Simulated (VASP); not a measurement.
```
HfO2
1.0
    2.98748     0.00000     0.00000
   -1.49374     2.58723     0.00000
    0.00000     0.00000    16.42898
Hf O
1 2
Cartesian
  0.00000   0.00000   8.21449
  0.00000   1.72482   9.42898
  1.49374   0.86241   6.99999
```

These are PBE GGA, VASP's PBE PAW potentials (set 64) (plane waves; VASP 6.6.1) values and carry that method's errors. Run with 400 eV cut-off, 9×9×1 Γ-centred mesh, Fermi-Dirac smearing of 0.14 eV, potentials Hf_pv O.

At this cut-off the stress carries a Pulay error, which pulls relaxed volumes low. The cell holds a wide vacuum, so values per volume refer to the whole cell.

Q: Which forces act on the atoms, in eV/Å?

A: 
```tsv
atom	Fx	Fy	Fz
Hf1	0.000	0.000	0.000
O2	0.000	0.000	-2.581
O3	0.000	0.000	2.581
```

Q: Give the stress tensor in GPa (positive for a compressed cell).

A: 
```
 6.97   0.00   0.00
 0.00   6.97   0.00
 0.00   0.00  -9.47
```
The pressure is its mean diagonal, 1.49 GPa.

The cell is a sheet with vacuum, built from a generated structure.
